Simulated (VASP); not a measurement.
# Li2HfGaF8 (I-4) in VASP: single point with r2SCAN

Aim: the single point of Li2HfGaF8 with r2SCAN.

Program: VASP 6.6.1. These are calculated values, not measurements. Logs are shortened: lines on timing, memory, paths and dates and some standing lists are left out, and cuts for length are marked.

### 1 The crystal as given

It takes space group I-4 (No. 82, tetragonal). The conventional cell has a = 5.038 Å, b = 5.038 Å, c = 10.414 Å, α = 90.00°, β = 90.00°, γ = 90.00°. Li (site symmetry -4) is surrounded by 4 F at 1.91 Å. Li (site symmetry -4) has 4 F at 1.86 Å as nearest neighbours. Around Ga (site symmetry -4) lie 8 F at 2.18 to 2.38 Å. F (site symmetry 1) is surrounded by 1 Li at 1.91 Å and 1 Hf at 2.17 Å and 1 Ga at 2.18 Å. Around F (site symmetry 1) lie 1 Li at 1.86 Å and 1 Hf at 2.05 Å. Hf (site symmetry -4) has 8 F at 2.05 to 2.17 Å as nearest neighbours.

The cell was built by a generator and needn't be a form met in nature.

### 2 Single point, r2SCAN

Contents of POSCAR:

```
Li2HfGaF8
1.0
    0.0000000000      5.0380031687      0.0000002413
    5.0380031687      0.0000000000      0.0000002413
    2.5190018337      2.5190018337     -5.2068030060
Li Ga F Hf
2 1 8 1
Direct
    0.5000000000      0.5000000000      0.0000000000
    0.7500000000      0.2500000000      0.5000000000
    0.0000000000      0.0000000000      0.0000000000
    0.5780830528      0.7059633700      0.1719954462
    0.2940366300      0.7500784990      0.8280045538
    0.2499215010      0.1220411838      0.1719954462
    0.8779588162      0.4219169472      0.8280045538
    0.0164608587      0.5973892689      0.3555909310
    0.4026107311      0.3720517897      0.6444090690
    0.6279482103      0.0470198001      0.3555909310
    0.9529801999      0.9835391413      0.6444090690
    0.2500000000      0.7500000000      0.5000000000
```

Contents of INCAR.step1:

```
SYSTEM = Li2HfGaF8
PREC = Accurate
ENCUT = 520
ISMEAR = -1
SIGMA = 0.0368
LREAL = .FALSE.
LASPH = .TRUE.
NELM = 100
NBANDS = 54
GGA = PE
ALGO = Normal
EDIFF = 1E-4
LWAVE = .TRUE.
LCHARG = .FALSE.
```

Contents of INCAR.step2:

```
SYSTEM = Li2HfGaF8
PREC = Accurate
ENCUT = 520
EDIFF = 1E-6
ISMEAR = -1
SIGMA = 0.0368
LREAL = .FALSE.
LASPH = .TRUE.
NELM = 100
ALGO = Normal
ISIF = 2
LWAVE = .FALSE.
LCHARG = .TRUE.
METAGGA = R2SCAN
LMIXTAU = .TRUE.
LELF = .TRUE.
LVHAR = .TRUE.
NBANDS = 54
ISTART = 1
```

Contents of KPOINTS:

```
Automatic mesh
0
G
  4 4 4
  0 0 0
```

Potentials or basis: VASP PAW PBE potentials, release 64 (Li_sv, Ga_d, F, Hf_pv).

Run with:

```console
cat potpaw_PBE.64/Li_sv/POTCAR potpaw_PBE.64/Ga_d/POTCAR potpaw_PBE.64/F/POTCAR potpaw_PBE.64/Hf_pv/POTCAR > POTCAR
cp INCAR.step1 INCAR
mpirun -np 1 vasp_std > vasp.out
cp INCAR.step2 INCAR
mpirun -np 1 vasp_std > vasp.out
```

OUTCAR:

```text
SYSTEM = Li2HfGaF8
   PREC = Accurate
   ENCUT = 520
   EDIFF = 1E-6
   ISMEAR = -1
   LREAL = .FALSE.
   LASPH = .TRUE.
   NELM = 100
   ISIF = 2
   METAGGA = R2SCAN
   ISTART = 1

 ion  position               nearest neighbor table
   1  0.500  0.500  0.000-   4 1.91   5 1.91   7 1.91   6 1.91
   2  0.750  0.250  0.500-  10 1.86  11 1.86   9 1.86   8 1.86
   3  0.000  0.000  0.000-   6 2.18   5 2.18   7 2.18   4 2.18  11 2.38  10 2.38   8 2.38   9 2.38

   4  0.578  0.706  0.172-   1 1.91  12 2.17   3 2.18
   5  0.294  0.750  0.828-   1 1.91  12 2.17   3 2.18
   6  0.250  0.122  0.172-   1 1.91  12 2.17   3 2.18
   7  0.878  0.422  0.828-   1 1.91  12 2.17   3 2.18
   8  0.016  0.597  0.356-   2 1.86  12 2.05   3 2.38
   9  0.403  0.372  0.644-   2 1.86  12 2.05   3 2.38
  10  0.628  0.047  0.356-   2 1.86  12 2.05   3 2.38
  11  0.953  0.984  0.644-   2 1.86  12 2.05   3 2.38
  12  0.250  0.750  0.500-   8 2.05  11 2.05   9 2.05  10 2.05   5 2.17   4 2.17   6 2.17   7 2.17

  LATTYP: Found a body centered tetragonal cell.
 ALAT       =     5.0380031687
 C/A-ratio  =     2.0670107076

  Lattice vectors:

 A1 = (  -2.5190018337,   2.5190013350,   5.2068032473)
 A2 = (   2.5190013350,  -2.5190018337,   5.2068032473)
 A3 = (   2.5190018337,   2.5190018337,  -5.2068030060)

Analysis of symmetry for initial positions (statically):
=====================================================================
 Subroutine PRICEL returns:
 Original cell was already a primitive cell.

 Routine SETGRP: Setting up the symmetry group for a
 body centered tetragonal supercell.

 Subroutine GETGRP returns: Found  4 space group operations
 (whereof  4 operations were pure point group operations)
 out of a pool of 16 trial point group operations.

The static configuration has the point symmetry S_4 .

Analysis of symmetry for dynamics (positions and initial velocities):
=====================================================================
 Subroutine PRICEL returns:
 Original cell was already a primitive cell.

 Routine SETGRP: Setting up the symmetry group for a
 body centered tetragonal supercell.

 Subroutine GETGRP returns: Found  4 space group operations
 (whereof  4 operations were pure point group operations)
 out of a pool of 16 trial point group operations.

The dynamic configuration has the point symmetry S_4 .

 Subroutine INISYM returns: Found  4 space group operations
 (whereof  4 operations are pure point group operations),
 and found     1 'primitive' translations

----------------------------------------------------------------------------------------

                                     Primitive cell

  volume of cell :     132.1564

  direct lattice vectors                    reciprocal lattice vectors
     0.000000000  5.038003169  0.000000241    -0.000000005  0.198491335  0.096028220
     5.038003169  0.000000000  0.000000241     0.198491335 -0.000000005  0.096028220
     2.519001834  2.519001834 -5.206803006     0.000000009  0.000000009 -0.192056422

  length of vectors
     5.038003169  5.038003169  6.308846013     0.220499953  0.220499953  0.192056422

  position of ions in fractional coordinates (direct lattice)
     0.500000000  0.500000000  1.000000000
     0.750000000  0.250000000  0.500000000
     0.000000000  0.000000000  0.000000000
     0.578083053  0.705963370  0.171995446
     0.294036630  0.750078499  0.828004554
     0.249921501  0.122041184  0.171995446
     0.877958816  0.421916947  0.828004554
     0.016460859  0.597389269  0.355590931
     0.402610731  0.372051790  0.644409069
     0.627948210  0.047019800  0.355590931
     0.952980200  0.983539141  0.644409069
     0.250000000  0.750000000  0.500000000

  ion indices of the primitive-cell ions
   primitive index   ion index
                 1           1
                 2           2
                 3           3
                 4           4
                 5           5
                 6           6
                 7           7
                 8           8
                 9           9
                10          10
                11          11
                12          12

----------------------------------------------------------------------------------------

 KPOINTS: Automatic mesh

Automatic generation of k-mesh.
 Grid dimensions read from file:
 generate k-points for:    4    4    4

 Generating k-lattice:

  Cartesian coordinates                     Fractional coordinates (reciprocal lattice)
    -0.000000001  0.049622834  0.024007055     0.250000000  0.000000000 -0.000000000
     0.049622834 -0.000000001  0.024007055     0.000000000  0.250000000 -0.000000000
     0.000000002  0.000000002 -0.048014105    -0.000000000 -0.000000000  0.250000000

  Length of vectors
     0.055124988  0.055124988  0.048014105

  Shift w.r.t. Gamma in fractional coordinates (k-lattice)
     0.000000000  0.000000000  0.000000000

 Subroutine IBZKPT returns following result:
 ===========================================

 Found     14 irreducible k-points:

 Following reciprocal coordinates:
            Coordinates               Weight
  0.000000  0.000000  0.000000      1.000000
  0.250000 -0.000000  0.000000      8.000000
  0.500000 -0.000000  0.000000      4.000000
  0.250000  0.250000  0.000000      8.000000
  0.500000  0.250000  0.000000      8.000000
 -0.250000  0.500000  0.000000      8.000000
 -0.250000  0.250000  0.000000      4.000000
  0.500000  0.500000  0.000000      2.000000
  0.000000  0.000000  0.250000      2.000000
  0.500000  0.000000  0.250000      4.000000
 -0.250000  0.000000  0.250000      8.000000
  0.500000  0.500000  0.250000      2.000000
 -0.250000 -0.250000  0.250000      4.000000
  0.000000  0.000000  0.500000      1.000000
   k-points           NKPTS =     14   k-points in BZ     NKDIM =     14   number of bands    NBANDS=     54
   number of dos      NEDOS =    301   number of ions     NIONS =     12
   total plane-waves  NPLWV =  76800
   dimension x,y,z NGX =    40 NGY =   40 NGZ =   48
   dimension x,y,z NGXF=    80 NGYF=   80 NGZF=   96
   ions per type =               2   1   8   1
   NGX,Y,Z   is equivalent  to a cutoff of  13.20, 13.20, 12.65 a.u.
   NGXF,Y,Z  is equivalent  to a cutoff of  26.40, 26.40, 25.30 a.u.
 SYSTEM =  Li2HfGaF8
   PREC   = accura    normal or accurate (medium, high low for compatibility)
   ISTART =      1    job   : 0-new  1-cont  2-samecut
   ICHARG =      0    charge: 1-file 2-atom 10-const
   ISPIN  =      1    spin polarized calculation?
   LNONCOLLINEAR =      F non collinear calculations
   LSORBIT =      F    spin-orbit coupling
   LASPH  =      T    aspherical Exc in radial PAW
   ENCUT  =  520.0 eV  38.22 Ry    6.18 a.u.   9.37  9.37 11.73*2*pi/ulx,y,z
   NELM   =    100;   NELMIN=  2; NELMDL=  0     # of ELM steps
   EDIFF  = 0.1E-05   stopping-criterion for ELM
   LREAL  =      F    real-space projection
   EDIFFG = 0.1E-04   stopping-criterion for IOM
   NSW    =      0    number of steps for IOM
   IBRION =     -1    ionic relax: 0-MD 1-quasi-New 2-CG
   NFREE  =      0    steps in history (QN), initial steepest desc. (CG)
   ISIF   =      2    stress and relaxation
   ISYM   =      2    0-nonsym 1-usesym 2-fastsym
   POTIM  = 0.5000    time-step for ionic-motion
   TEBEG  =    0.0;   TEEND  =   0.0 temperature during run
   PSTRESS=    0.0 pullay stress
   NELECT =      85.0000    total number of electrons
   NUPDOWN=      -1.0000    fix difference up-down
   EMIN   =  10.00;   EMAX   =-10.00  energy-range for DOS
   EFERMI =   0.00;   METHOD = LEGACY
   ISMEAR =    -1;   SIGMA  =   0.04  broadening in eV -4-tet -1-fermi 0-gaus
   EFERMI_NEDOS =   21; number of points for ismear=-14 and -15
   IALGO  =     38    algorithm
   IMIX   =      4    mixing-type and parameters
     AMIX     =   0.40;   BMIX     =  1.00
     AMIX_MAG =   1.60;   BMIX_MAG =  1.00
  volume/ion in A,a.u.               =      11.01        74.32
  Fermi-wavevector in a.u.,A,eV,Ry     =   1.413140  2.670447 27.170346  1.996964
  Thomas-Fermi vector in A             =   2.534816
   LORBIT       =      0    0 simple, 1 ext, 2 COOP (PROOUT), +10 PAW based schemes
   METAGGA = R2SCAN    functional components
   LHFCALC =     F    Hartree Fock is set to
   AEXX    =    0.0000 exact exchange contribution
   IVDW    =     0    specifies the selected vdW correction
   LEPSILON=     F    determine dielectric tensor
   LRPA    =     F    only Hartree local field effects (RPA)
 non-spin polarized calculation
  energy-cutoff  :      520.00
  volume of cell :      132.16
 maximum number of plane-waves:      3579
 NGX is ok and might be reduce to    40
   NGX = 19   NGY = 19   NGZ = 23

 number of electron      84.9999997 magnetization

 Free energy of the ion-electron system (eV)
  ---------------------------------------------------
  ext. energy  EPLUGINS =         0.00000000
  ---------------------------------------------------
  free energy    TOTEN  =      -125.55741274 eV

  energy without entropy =     -125.52937839  energy(sigma->0) =     -125.54339556

 E-fermi :   3.2244     XC(G=0): -10.6710

 val. band max:        3.2152295927   @ k =   0.2500   0.2500   0.0000
 cond. band min:       3.2357556162   @ k =   0.5000   0.0000   0.2500
 fundamental gap:      0.0205260235
 Fermi energy:         3.2244295434

 k-point     1 :       0.0000    0.0000    0.0000
  band No.  band energies     occupation
      1     -43.5800      2.00000
      2     -43.4687      2.00000
      3     -30.8237      2.00000
      4     -30.8237      2.00000
      5     -30.7310      2.00000
      6     -23.5997      2.00000
[... 46 lines left out ...]
     53      12.1321      0.00000
     54      13.0873      0.00000
[... 739 lines left out ...]
     53      12.0431      0.00000
     54      12.7253      0.00000

------------------------ aborting loop because EDIFF is reached ----------------------------------------

  FORCE on cell =-STRESS in cart. coord.  units (eV):
  Direction    XX          YY          ZZ          XY          YZ          ZX
  --------------------------------------------------------------------------------------
  -------------------------------------------------------------------------------------
  Total       -1.1099397     -1.1099397     -1.2390409     -0.0000041      0.0000000      0.0000000
  in kB      -13.4561839    -13.4561839    -15.0213225     -0.0000493      0.0000001      0.0000001
  external PRESSURE =     -13.9778967 kB  Pullay stress =       0.0000000 kB

 VOLUME and BASIS-vectors are now :
 -----------------------------------------------------------------------------
  energy-cutoff  :      520.00
  volume of cell :      132.16
      direct lattice vectors                 reciprocal lattice vectors
     0.000000000  5.038003169  0.000000241    -0.000000005  0.198491335  0.096028220
     5.038003169  0.000000000  0.000000241     0.198491335 -0.000000005  0.096028220
     2.519001834  2.519001834 -5.206803006     0.000000009  0.000000009 -0.192056422

 POSITION                                       TOTAL-FORCE (eV/Angst)
 -----------------------------------------------------------------------------------
      2.51900      2.51900      0.00000         0.000000      0.000000      0.000000
      2.51900      5.03800     -2.60340        -0.000000      0.000000      0.000000
      0.00000      0.00000      0.00000        -0.000000      0.000000      0.000000
      3.98990      3.34564     -0.89555         0.039945     -0.071079     -0.109787
      5.86464      3.56710     -4.31126        -0.071079     -0.039945      0.109787
      1.04810      1.69236     -0.89555        -0.039945      0.071079     -0.109787
      4.21136      6.50890     -4.31126         0.071079      0.039945      0.109787
      3.90538      0.97866     -1.85149         0.097721      0.138267     -0.067908
      3.49767      3.65162     -3.35531         0.138267     -0.097721      0.067908
      1.13262      4.05934     -1.85149        -0.097721     -0.138267     -0.067908
      6.57834      6.42438     -3.35531        -0.138267      0.097721      0.067908
      5.03800      2.51900     -2.60340         0.000000      0.000000     -0.000000
 -----------------------------------------------------------------------------------
    total drift:                                0.000799     -0.000924     -0.000093

  FREE ENERGIE OF THE ION-ELECTRON SYSTEM (eV)
  ---------------------------------------------------
  free  energy   TOTEN  =      -125.5574127380 eV

  energy  without entropy=     -125.5293783854  energy(sigma->0) =     -125.54339556
```

It took 5 min on 1 thread of Intel Xeon Platinum 8488C (Sapphire Rapids), shared host; peak memory 0.34 GiB.

What came out:

```yaml
Free_energy: -125.5574 eV
Largest_force: 0.182 eV/Å
Band_gap_on_the_k_mesh: none (metal or under the smearing width)
```

Forces on the atoms (eV/Å):
```
Li   0.000  0.000  0.000
Li   0.000  0.000  0.000
Ga   0.000  0.000  0.000
F    0.040 -0.071 -0.110
F   -0.071 -0.040  0.110
F   -0.040  0.071 -0.110
F    0.071  0.040  0.110
F    0.098  0.138 -0.068
F    0.138 -0.098  0.068
F   -0.098 -0.138 -0.068
F   -0.138  0.098  0.068
Hf   0.000  0.000  0.000
```

Caveat: the cutoff is under 1.25 times the usual one of these potentials, so pressure, stress and relaxed cells hold a basis-set (Pulay) error; the PAW data sets were made with another functional, which shifts forces and pressure a little; an odd number of electrons without spin polarisation forces a metal; a magnetic or distorted state may lie lower. Spin-orbit coupling is left out, which matters for the levels of Hf.
